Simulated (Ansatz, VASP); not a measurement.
# InP: VASP beside Ansatz, part 2 of 2

One calculation is typed for both programs; each brings its own data sets. How far apart do they land? The cell is taken from a series of runs on this material, whose earlier steps may have relaxed, scaled, displaced or heated it; both programs get it as it stands.

VASP 6.6.1 and Ansatz 0.2.0.

So far: Set-up; VASP: zone-centre phonons, LDA.

In doubt: the program warns that the response may not be converged on this k-mesh, which bears on dielectric and field responses.

## 3. Ansatz: zone-centre phonons, LDA

Level of this step: Ansatz beside VASP: Kohn-Sham DFT, plane waves, LDA (Ansatz).

Ansatz runs on norm-conserving files, of PseudoDojo where its log says so.

The same cell, functional (in two slightly different forms) and mesh now go to Ansatz, which takes its cutoff from its data sets.

Contents of input.yaml:

```yaml
crystal:
  lattice:
    - [0.0, 2.9305, 2.9305]
    - [2.9305, 0.0, 2.9305]
    - [2.9305, 2.9305, 0.0]
  atoms:
    - { symbol: In, position: [0.0, 0.0, 0.0] }
    - { symbol: P, position: [0.75, 0.75, 0.75] }
kpoints:
  mp_grid: { grid: [6, 6, 6] }
hamiltonian:
  xc: lda
  pseudopotentials: { kind: nc }
scf:
  occupations: { method: fixed }
output:
  eigenvalues: true
phonons:
  method: dfpt
  dielectric: true
  rigid_motions: translations
  dynamical_quadrupoles: true
```

The run is started by

```sh
$ ansatz run input.yaml --threads 4 --pin off --max-ram 9216MiB --backend cpu --events-out ev --progress --plain --runs-dir out
```

Numbers of over 12 decimals in the logs are rounded to 6 here.

Log:

```text
Engine: ansatz 0.2.0, x86_64-unknown-linux-gnu
Pseudopotentials: kind: nc
Pseudopotential: In, nc, valence charge 13, recommended cutoff 952.398519 eV (normal), In.nc.azcp (PseudoDojo's, or run here from an input of PseudoDojo's: the run reads no file of this project's for it)
Pseudopotential: P, nc, valence charge 5, recommended cutoff 653.07327 eV (normal), P.nc.azcp (PseudoDojo's, or run here from an input of PseudoDojo's: the run reads no file of this project's for it)
Functional definition: SPW92
  exchange = slater_x
  correlation = pw_c
Crystal: 2 atoms, lattice volume = 50.333 Å³
Basis set: ecut = 952.398519 eV, 3383 PW (Γ), exchange–correlation on 90×90×90 points (8 copies of the dense FFT grid, shifted against one another)
Bands: 13, of which v1, the nominal top of the filled ones, is band 9 counted from 1 (8 counted from 0)
Symmetry: 24 space group operations
k-points: 46 of 216 (irreducible under 4 space group operations, time reversal used)
Non-local potential: In, projectors of the file, l = 0: 2, l = 1: 2, l = 2: 2
Non-local potential: P, projectors of the file, l = 0: 2, l = 1: 2, l = 2: 2
Initial density: superposition of atomic densities (chi_scale 0.1, normalization cell, long waves kept (reshape's long-wave potential 0.00 eV rms))
Initial wavefunctions: pseudopotential atomic-orbital guess
Functional: x = slater, c = lda
SCF iter   1: F=—  HF=-1992.623293 eV  |F-HF|=—  |Δ(HF+E_count)|=         —  Δρ=3.24e-2  dr2=7.83e-1  ethr=3.10e-3  ⟨swp⟩=5.2  Hψ=3174  notcnv=0  defer=82
preconditioner: auto → none  [insulator: Δε(μ)=0.817 eV  Ē_g=14.437 eV  n_scr=14 (ndim 8)  ℏωp=22.2 eV  f_vac=0.000  ε∞_Penn≈3.4]
SCF iter   2: F=—  HF=-1992.399207 eV  |F-HF|=—  |Δ(HF+E_count)|=   2.24e-1  Δρ=1.40e-2  dr2=7.35e-2  ethr=3.10e-3  ⟨swp⟩=3.3  Hψ=1287  notcnv=0  defer=82
SCF iter   3: F=—  HF=-1992.383338 eV  |F-HF|=—  |Δ(HF+E_count)|=   1.59e-2  Δρ=5.76e-3  dr2=1.14e-2  ethr=4.08e-4  ⟨swp⟩=2.4  Hψ=833  notcnv=0  defer=86
SCF iter   4: F=—  HF=-1992.380903 eV  |F-HF|=—  |Δ(HF+E_count)|=   2.43e-3  Δρ=3.95e-4  dr2=5.13e-5  ethr=6.36e-5  ⟨swp⟩=2.3  Hψ=748  notcnv=0  defer=86
SCF iter   5: F=—  HF=-1992.380965 eV  |F-HF|=—  |Δ(HF+E_count)|=   6.17e-5  Δρ=1.97e-4  dr2=1.22e-5  ethr=2.85e-7  ⟨swp⟩=4.0  Hψ=1495  notcnv=0  defer=82
SCF iter   6: F=—  HF=-1992.380966 eV  |F-HF|=—  |Δ(HF+E_count)|=   6.67e-7  Δρ=6.40e-5  dr2=1.00e-6  ethr=6.76e-8  ⟨swp⟩=2.0  Hψ=834  notcnv=0  defer=35
SCF iter   7: F=—  HF=-1992.381017 eV  |F-HF|=—  |Δ(HF+E_count)|=   5.10e-5  Δρ=2.11e-5  dr2=1.37e-7  ethr=5.56e-9  ⟨swp⟩=2.3  Hψ=993  notcnv=0  defer=13
SCF iter   8: F=—  HF=-1992.381017 eV  |F-HF|=—  |Δ(HF+E_count)|=   4.10e-8  Δρ=3.19e-6  dr2=2.73e-9  ethr=7.59e-10  ⟨swp⟩=2.6  Hψ=1029  notcnv=0  defer=13
SCF iter   9: F=—  HF=-1992.381017 eV  |F-HF|=—  |Δ(HF+E_count)|=  5.87e-10  Δρ=7.09e-7  dr2=1.92e-10  ethr=1.52e-11  ⟨swp⟩=3.3  Hψ=1241  notcnv=0  defer=13
SCF iter  10: F=-1992.381017 eV  HF=-1992.381017 eV  |F-HF|=9.09e-13  |Δ(HF+E_count)|=  6.53e-11  Δρ=5.76e-8  dr2=1.47e-12  ethr=1.00e-12  ⟨swp⟩=13.9  Hψ=5538  notcnv=0
SCF 1 converged in 10 iterations: F = -1992.381017 eV  dr2 = 1.47e-12
NSCF: frozen V_eff on 2 k-points
DFPT response loops at Γ: preconditioner auto → none (the input reference at scf.mixing.eps_inf says where Resta's filter doesn't serve); β = 0.50; Broyden in place of MSR1
WARN: field response: the 6×6×6 k-mesh looks too coarse for the field response at k = (0.0000, 0.0000, 0.0000), direct gap 0.483 eV: take ε∞, Z* and everything formed from them as unconverged in the mesh. The response there varies over an interband length of 2.84 Å as this mesh's differences read it, which a coarse mesh reads short; the mesh's real-space period, 24.9 Å, is under 14 times that, 39.7 Å: field_mesh: auto, beside no phonons.dynamical_quadrupoles, solves it inside a basis that this mesh spans and, under method: fd, where it gets none, on a denser mesh; else type a denser kpoints.mp_grid, and compare
phonons.dynamical_quadrupoles, q = [0.0168, 0.0276, 0.0233]: solved on the whole k mesh, with every displacement of the atoms that it solves, because it does not carry the k mesh onto itself
NSCF: frozen V_eff on 432 k-points
DFPT response loops at q = (0.016846, 0.027567, 0.023312) (fractional): preconditioner auto → none (the input reference at scf.mixing.eps_inf says where Resta's filter doesn't serve); β = 0.50; Anderson in place of MSR1; while a model of the screening serves, it and β = 1 on shorter waves in the place of filter and β
phonons.dynamical_quadrupoles, q = [0.0337, 0.0551, 0.0466]: solved on the whole k mesh, with every displacement of the atoms that it solves, because it does not carry the k mesh onto itself
NSCF: frozen V_eff on 432 k-points
DFPT response loops at q = (0.033692, 0.055133, 0.046625) (fractional): mixed as the last ones told, above
phonons.dynamical_quadrupoles, q = [0.0674, 0.1103, 0.0932]: solved on the whole k mesh, with every displacement of the atoms that it solves, because it does not carry the k mesh onto itself
NSCF: frozen V_eff on 432 k-points
DFPT response loops at q = (0.067385, 0.110266, 0.093250) (fractional): mixed as the last ones told, above
SCF converged after 10 iterations
Free energy (F): -1992.381017 eV
Harris-Foulkes:  -1992.381017 eV  (|F-HF|=9.09e-13)
Internal energy: -1992.381017 eV  (E = F + TS)
E sigma→0 (E₀):  -1992.381017 eV
Fermi energy:    6.889774 eV
--- Per-component energies (eV) ---
  E_band       = -54.753247
  E_kinetic    = 1203.175285
  E_local      = -1508.604933  (includes V_loc(G=0)·N_el)
  E_nonlocal   = -372.995028
  E_hartree    = 499.428757
  E_xc         = -592.676812
  E_vxc        = -375.186110  (∫ρ·V_xc dr)
  E_ewald      = -1220.708286
  E_smearing   = -0.000000  (= −TS)
  E_closure    = 0.000000  (closes the sum)
  Σ components = -1992.381017   (vs F -1992.381017, Δ=0.00e0)
--- Band table (eV; the first three rows and the last of 46) ---
  k-point 0: bands = [... 5 lower, -4.6687, 6.8898, 6.8898, 6.8898, 7.3727, 10.8497, 10.8497, 10.8497]
  k-point 1: bands = [... 5 lower, -4.3537, 4.6262, 6.5772, 6.5772, 8.5156, 11.2444, 11.2955, 11.2955]
  k-point 2: bands = [... 5 lower, -3.5363, 2.2296, 6.0972, 6.0972, 8.3542, 11.6446, 11.6446, 13.0029]
  k-point 45: bands = [... 5 lower, -2.4006, 1.2544, 3.7278, 4.7700, 10.4208, 11.0329, 12.4714, 14.1823]
--- Phonons (Γ-DFPT): 2 representative perturbations + reference, on 46 of 216 k-points (Σ response iterations 12) ---
  k mesh reduced under 4 symmetry operations, with k and −k counted as one. Each operation leaves every solved perturbation unchanged. A smaller set is not considered because the run solves the response to a homogeneous field
  ASR residual: 1.259e-4 → 0.000e0 eV/Å²; symmetrization residual: 3.903e-6 eV/Å²
  ASR residual per site (eV/Å²): 1.26e-4 1.13e-6
  Γ frequencies (cm⁻¹): 0.00 0.00 0.00 296.71 296.71 296.71
  ε∞ (high-frequency dielectric tensor):
       10.854617     0.000000     0.000000
       -0.000000    10.854617     0.000000
        0.000000    -0.000000    10.854617
  ε⁰ (static dielectric tensor: ions relaxed, cell fixed):
       13.708912     0.000000     0.000000
        0.000000    13.708912     0.000000
        0.000000    -0.000000    13.708912
  ε⁰ − ε∞ (ionic part):
        2.854295     0.000000     0.000000
        0.000000     2.854295     0.000000
        0.000000     0.000000     2.854295
  softest optical mode at Γ: 296.71 cm⁻¹; the repairs (sum rule, projections) moved no ω² at Γ by more than (0.71 cm⁻¹)²
  Born effective charges Z* (e; rows j = field, columns β = displacement):
    site 0:
         2.50396    0.00000   -0.00000
         0.00000    2.50396    0.00000
         0.00000   -0.00000    2.50396
    site 1:
        -2.50396   -0.00000    0.00000
        -0.00000   -2.50396   -0.00000
        -0.00000    0.00000   -2.50396
  Z* charge neutrality: 9.676e-6 e pre-enforcement
  k-mesh period / interband length: 24.9 Å / 2.84 Å = 8.76 at k = (0.0000, 0.0000, 0.0000), direct gap 0.483 eV — UNDER 14: by this measure the k-mesh is too coarse for the response
  optical modes at Γ without the LO–TO term, one row a degenerate level:
      ω (cm⁻¹)  modes    IR ((D/Å)²/amu)
        296.71      3            17.7897
  optical modes at Γ + LO–TO along q̂ = [1.0000, 0.0000, 0.0000]:
      ω (cm⁻¹)  modes    IR ((D/Å)²/amu)
        296.71      2            11.8598
        333.44      1             5.9299
  optical modes at Γ + LO–TO along q̂ = [0.0000, 1.0000, 0.0000]:
      ω (cm⁻¹)  modes    IR ((D/Å)²/amu)
        296.71      2            11.8598
        333.44      1             5.9299
  optical modes at Γ + LO–TO along q̂ = [0.0000, 0.0000, 1.0000]:
      ω (cm⁻¹)  modes    IR ((D/Å)²/amu)
        296.71      2            11.8598
        333.44      1             5.9299
  Dynamical quadrupoles Q (e·Å), at zero macroscopic field:
    site 0          xx        yy        zz        yz        xz        xy
      x         0.0000    0.0000    0.0000  -20.3057    0.0000   -0.0000
      y        -0.0000    0.0000   -0.0000   -0.0000  -20.3057    0.0000
      z         0.0000    0.0000    0.0000   -0.0000   -0.0000  -20.3057
    site 1          xx        yy        zz        yz        xz        xy
      x        -0.0000   -0.0000   -0.0000   13.7378   -0.0000    0.0000
      y         0.0000    0.0000    0.0000    0.0000   13.7378   -0.0000
      z        -0.0000   -0.0000    0.0000    0.0000    0.0000   13.7378
  Q's dependence on the step in q: 6.85e0 e·Å; a scale of what the loops' stops leave: 1.11e-4 e·Å; fit residual: 2.38e-2 e·Å
  Born charges from the same solves miss those of the field response on the same k-mesh (before the sum rule is enforced) by 4.36e-1 e
  Clamped-ion proper piezoelectric tensor, from the sum of Q over the cell (C/m²):
                    xx        yy        zz        yz        xz        xy
      x       -0.00000   0.00000   0.00000   1.04534  -0.00000   0.00000
      y        0.00000   0.00000   0.00000  -0.00000   1.04534  -0.00000
      z       -0.00000   0.00000   0.00000   0.00000  -0.00000   1.04534
```

## 4. Differences

Known differences besides the potentials themselves: fixed occupations in Ansatz, narrow Gaussian smearing in VASP; the cutoff is 952.399 eV in Ansatz and 500 eV in VASP; VASP's log shows a relativistic correction to its local exchange, Ansatz's none. Total energies have different zeros and are not compared.

The two programs side by side:

```
                  quantity  Ansatz   VASP  difference
optical mode 1 to 3 (cm⁻¹)   296.7  296.5     +0.07 %
```

Not compared: the dielectric constant (VASP's run gives none, or none that is converged on this mesh at a gap this small). Modes are paired by rising frequency, not by their patterns, so a pair may set unlike modes beside each other; they are those without the splitting of longitudinal modes.

## 5. Results

| Item | Value |
| --- | --- |
| r.m.s. difference of the optical zone-centre modes, each program's sorted by frequency (zone-centre phonons, LDA) | 0.22 cm⁻¹ |

In words: The r.m.s. difference of the optical zone-centre modes, each program's sorted by frequency is 0.22 cm⁻¹ (zone-centre phonons, LDA). How closely two codes agree says nothing of how well the functional describes the real material.

[Lines on the potential files, build, host, timing and source positions are cut from VASP's logs without a mark.]

[Logs are printed without paths, hosts, clocks, repeated set-up lines and the standing remarks that a program may print on its own settings, such as how far it seeks lower states.]

[Hosts, paths, dates, database ids (printed as entryN), source tags and the programs' standing remarks are cut or masked in the printed files.]
